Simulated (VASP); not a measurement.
An input for Ansatz (written as the equivalent of a VASP run, and not itself run):

Ansatz 0.2 input:
```yaml
crystal:
  lattice:
    - [5.7752161, 0.0000000, 0.0000000]
    - [0.0000000, 5.7752161, 0.0000000]
    - [0.0000000, 0.0000000, 5.7752161]
  atoms:
    - { symbol: Zn, position: [0.0000000, 0.5000000, 0.5000000] }
    - { symbol: Zn, position: [0.5000000, 0.0000000, 0.5000000] }
    - { symbol: Zn, position: [0.5000000, 0.5000000, 0.0000000] }
    - { symbol: Cd, position: [0.0000000, 0.0000000, 0.0000000] }
    - { symbol: Se, position: [0.7384283, 0.7384283, 0.2615717] }
    - { symbol: Se, position: [0.7384283, 0.2615717, 0.7384283] }
    - { symbol: Se, position: [0.2615717, 0.2615717, 0.2615717] }
    - { symbol: Se, position: [0.2615717, 0.7384283, 0.7384283] }
kpoints:
  mp_grid: { grid: [4, 4, 4] }
hamiltonian:
  xc: r2scan
  pseudopotentials: { kind: paw }
scf:
  occupations: { method: gaussian, width: 0.05 }
  max_iter: 100
relax:
  max_steps: 60
  f_tol: 0.02
  cell: {}
output: { forces: true, stress: true, eigenvalues: true }
```

Task: Write the VASP files for the same calculation (r2SCAN).

Result: Several could match; the one computed here: 
INCAR:
```
LMIXTAU = .TRUE.
LASPH = .TRUE.
PREC = Accurate
NSW = 60
ENCUT = 400
ISMEAR = 0   ! Gaussian
IBRION = 2
LWAVE = .FALSE.
SIGMA = 0.05
ALGO = Normal   ! blocked Davidson
LREAL = .FALSE.
LMAXMIX = 4   ! l cut-off of mixed one-centre charges
METAGGA = R2SCAN
SYSTEM = Zn3CdSe4
EDIFF = 1E-6
EDIFFG = -0.02   ! ionic stop
ISIF = 3   ! ions, shape and volume
NELM = 100
LCHARG = .FALSE.
```

### POSCAR
```
Zn3CdSe4
1
    5.7752161071     0.0000000000    -0.0000000000
   -0.0000000000     5.7752161071    -0.0000000000
    0.0000000000     0.0000000000     5.7752161071
Zn Cd Se
3 1 4
Direct
  0.0000000000   0.5000000000   0.5000000000
  0.5000000000   0.0000000000   0.5000000000
  0.5000000000   0.5000000000   0.0000000000
  0.0000000000   0.0000000000   0.0000000000
  0.7384282879   0.7384282879   0.2615717121
  0.7384282879   0.2615717121   0.7384282879
  0.2615717121   0.2615717121   0.2615717121
  0.2615717121   0.7384282879   0.7384282879
```

**KPOINTS**
```
kpoints
0
Gamma
  4 4 4
```

POTCAR, in this order: Zn Cd Se (PBE.64 set). Program: vasp_std.

What does not carry over: each code has its own PAW files, so the cut-off isn't converted (ENCUT is set for VASP's; basis.ecutwfc is left out, and Ansatz then takes the one that its files recommend); Ansatz stops its SCF on the density residual and VASP on the energy change (EDIFF).

The structure comes from a computed database's Zn3CdSe4 entry (P-43m); how it stands against other phases isn't given here. It was relaxed first. The start is the result of an earlier pass.
